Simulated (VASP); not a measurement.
Here is the system:

```yaml
crystal:
  lattice:
    - [0.00000, 2.28161, 2.28161]
    - [2.28161, 0.00000, 2.28161]
    - [2.28161, 2.28161, 0.00000]
  atoms:
    - { symbol: B, position: [0.00000, 0.00000, 0.00000] }
    - { symbol: As, position: [0.25000, 0.25000, 0.25000] }
```

The numbers are results of PBE GGA, VASP's PBE PAW potentials (set 64) (plane waves; VASP), not measurements. Settings: 620 eV cut-off, 10×10×10 Γ-centred mesh, Gaussian smearing of 0.050 eV, potentials B As.

Problem. What does the run give for the energy per atom (σ→0), pressure?

Solution. 
The energy per atom (σ→0) is -5.538 eV/atom. The pressure comes out as 29.79 GPa.

The compound is BAs in the zinc blende structure. It was relaxed first under an external pressure of 30 GPa.
